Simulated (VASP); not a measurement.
Cd (hcp) is relaxed at rising pressure, each step from the one before. Symmetry mostly holds the structure type, and other phases were not tried. The mesh follows the cell, and a change of mesh leaves a small step in the series.

Consider the following.

```cif
data_Cd2
_chemical_formula_sum 'Cd2'
_space_group_name_H-M_alt 'P 1'
_space_group_IT_number 1
_cell_length_a 2.94819
_cell_length_b 2.94819
_cell_length_c 5.31979
_cell_angle_alpha 90.000
_cell_angle_beta 90.000
_cell_angle_gamma 120.000
loop_
_space_group_symop_operation_xyz
  'x, y, z'
loop_
_atom_site_label
_atom_site_type_symbol
_atom_site_fract_x
_atom_site_fract_y
_atom_site_fract_z
_atom_site_occupancy
Cd1 Cd 0.33333 0.66667 0.25000 1
Cd2 Cd 0.66667 0.33333 0.75000 1
```

Method: LDA (Ceperley-Alder, Perdew-Zunger), VASP's LDA PAW potentials (set 64) (plane waves; VASP). Settings: 500 eV cut-off, 14×14×7 Γ-centred mesh, first-order Methfessel-Paxton smearing of 0.10 eV, potentials Cd.

| P (GPa) | V (Å³/atom) | H − H(0) (eV/atom) | space group | gap on the mesh (eV) | k-mesh |
|---|---|---|---|---|---|
| 0 | 20.02 | 0.000 | P6_3/mmc | 0.00 | 14×14×7 |
| 5 | 18.79 | 0.603 | P6_3/mmc | 0.00 | 14×14×7 |
| 10 | 17.97 | 1.177 | P6_3/mmc | 0.00 | 14×14×7 |
| 20 | 16.74 | 2.263 | P6_3/mmc | 0.00 | 15×15×8 |
| 30 | ? | ? | P6_3/mmc | 0.00 | 15×15×8 |
| 45 | ? | ? | P6_3/mmc | 0.00 | 15×15×8 |

**Question.** Complete the blanks.

**Answer.** 
- 45, V (Å³/atom): 15.00
- 45, H − H(0) (eV/atom): 4.726
- 30, V (Å³/atom): 15.91
- 30, H − H(0) (eV/atom): 3.281

Pressures at which the relaxation failed are left out.

The compound is Cd in the hcp structure.
